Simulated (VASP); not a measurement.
Level of theory: PBEsol GGA, VASP's PBE PAW potentials (set 64) (plane waves; VASP 6.6.1).

Input for VASP

File KPOINTS:
```
Regular mesh
0
G
8 8 8
0 0 0
```

**POSCAR**
```
CaB2
1
    0.0000000000     2.9094533821     2.9094533821
    2.9094533821     0.0000000000     2.9094533821
    2.9094533821     2.9094533821    -0.0000000000
Ca B
1 2
Direct
  0.0000000000   0.0000000000   0.0000000000
  0.2671853587   0.2328146413   0.2671853587
  0.7500000000   0.7500000000   0.7500000000
```

INCAR:
```
ALGO  =  Normal
EDIFF  =  1E-7
ENCUT  =  600
GGA  =  PS
ISIF  =  2
ISMEAR  =  1
LASPH  =  .TRUE.
LCHARG  =  .FALSE.
LREAL  =  .FALSE.
LWAVE  =  .FALSE.
NELM  =  100
PREC  =  Accurate
SIGMA  =  0.1
SYSTEM  =  CaB2
```

POTCAR, in this order: Ca_sv B (PBE.64 set). Program: vasp_std.

The resulting files:

OUTCAR:
```
 ion  position               nearest neighbor table
   1  0.000  0.000  0.000-   2 2.46   2 2.46   3 2.52   3 2.52   3 2.52   3 2.52   2 2.58   2 2.58
  LATTYP: Found a face centered cubic cell.
 ALAT       =     5.8189067642
 Subroutine PRICEL returns:
 Original cell was already a primitive cell.
 Subroutine GETGRP returns: Found  4 space group operations
The static configuration has the point symmetry C_2v.
The dynamic configuration has the point symmetry C_2v.
 Subroutine INISYM returns: Found  4 space group operations
 Subroutine IBZKPT returns following result:
 Found     95 irreducible k-points:

 Following reciprocal coordinates:
            Coordinates               Weight
  0.000000  0.000000  0.000000      1.000000
  0.125000  0.000000  0.000000      4.000000
  0.000000  0.125000  0.000000      4.000000
  0.250000  0.000000  0.000000      4.000000
  0.000000  0.250000  0.000000      4.000000
  0.375000  0.000000  0.000000      4.000000
  0.000000  0.375000  0.000000      4.000000
  0.500000  0.000000  0.000000      2.000000
  0.000000  0.500000  0.000000      2.000000
  0.125000  0.125000  0.000000      4.000000
...
```

File OSZICAR:
```
       N       E                     dE             d eps       ncg     rms          rms(c)
DAV:   1     0.986378089007E+02    0.98638E+02   -0.82498E+03  2280   0.138E+03
DAV:   2    -0.645265542698E+01   -0.10509E+03   -0.10166E+03  2488   0.294E+02
DAV:   3    -0.104332028502E+02   -0.39805E+01   -0.37378E+01  3516   0.511E+01
DAV:   4    -0.106520335004E+02   -0.21883E+00   -0.21706E+00  3420   0.104E+01
DAV:   5    -0.106569974808E+02   -0.49640E-02   -0.49631E-02  3240   0.136E+00    0.306E+00
DAV:   6    -0.105694097391E+02    0.87588E-01   -0.10457E-01  2788   0.343E+00    0.190E+00
DAV:   7    -0.105453698382E+02    0.24040E-01   -0.73667E-02  2792   0.294E+00    0.337E-01
DAV:   8    -0.105442408153E+02    0.11290E-02   -0.71805E-03  2760   0.108E+00    0.425E-02
DAV:   9    -0.105443163340E+02   -0.75519E-04   -0.63190E-04  3608   0.206E-01    0.486E-02
DAV:  10    -0.105443551815E+02   -0.38847E-04   -0.14222E-04  2732   0.159E-01    0.385E-02
DAV:  11    -0.105443439929E+02    0.11189E-04   -0.30145E-05  2736   0.745E-02    0.182E-03
DAV:  12    -0.105443440609E+02   -0.67946E-07   -0.98826E-07  3132   0.107E-02
   1 F= -.10544344E+02 E0= -.10544728E+02  d E =0.115073E-02
```

**OUTCAR**
```
------------------------ aborting loop because EDIFF is reached ----------------------------------------
  FORCE on cell =-STRESS in cart. coord.  units (eV):
  Direction    XX          YY          ZZ          XY          YZ          ZX
  --------------------------------------------------------------------------------------
  Total        0.0663628     -0.0220774      0.0663628      0.0000000     -0.0000000     -0.7588518
  in kB        2.1585954     -0.7181142      2.1585954      0.0000000     -0.0000000    -24.6833055
  external PRESSURE =       1.1996922 kB  Pullay stress =       0.0000000 kB
  volume of cell :       49.26
      direct lattice vectors                 reciprocal lattice vectors
     0.000000000  2.909453382  2.909453382    -0.171853587  0.171853587  0.171853587
     2.909453382  0.000000000  2.909453382     0.171853587 -0.171853587  0.171853587
     2.909453382  2.909453382  0.000000000     0.171853587  0.171853587 -0.171853587
 POSITION                                       TOTAL-FORCE (eV/Angst)
 -----------------------------------------------------------------------------------
      0.00000      0.00000      0.00000         0.000000      0.512367      0.000000
      1.45473      1.55473      1.45473         0.000000     -0.117376      0.000000
      4.36418      4.36418      4.36418         0.000000     -0.394991      0.000000
 -----------------------------------------------------------------------------------
    total drift:                               -0.000000     -0.000212     -0.000000
  FREE ENERGIE OF THE ION-ELECTRON SYSTEM (eV)
  ---------------------------------------------------
  free  energy   TOTEN  =       -10.5443440609 eV

  energy  without entropy=      -10.5454947938  energy(sigma->0) =      -10.54472764
```
(Selected blocks of OUTCAR.)

The structure was generated: CaB2 was put into the fluorite type (Fm-3m), which need not be its known phase. This cell was strained or had an atom moved on purpose.
